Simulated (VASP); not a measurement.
Input:

```
Pt
1.0
    2.77720     0.00000     0.00000
   -1.38860     2.40512     0.00000
    0.00000     0.00000     4.50904
Pt
2
Direct
  0.33333   0.66667   0.25000
  0.66667   0.33333   0.75000
```

Calculation: r2SCAN meta-GGA, VASP's PBE PAW potentials (set 64) (plane waves; VASP). Settings: 400 eV cut-off, 14×14×7 Γ-centred mesh, first-order Methfessel-Paxton smearing of 0.10 eV, potentials Pt.

Energy and stress use the plane-wave basis of the starting cell.

Q: The ions, cell shape and volume are relaxed. Predict the relaxed structure.

A: 
```
Pt
1.0
    2.73791     0.00000     0.00000
   -1.36896     2.37110     0.00000
    0.00000     0.00000     4.75344
Pt
2
Direct
  0.33333   0.66667   0.25000
  0.66667   0.33333   0.75000
```
Space group P6_3/mmc (194), at a tolerance of 0.03 Å.

Q: How do energy and volume change from the first to the last step?

A: The energy (σ→0) changes by -37.1 meV/atom and the volume by +2.5 %, in 8 ionic steps.

The structure was generated: Pt was put into the hcp type (P6_3/mmc), which need not be its known phase. This run relaxes it. Symmetry was kept, so distortions that lower it aren't found.
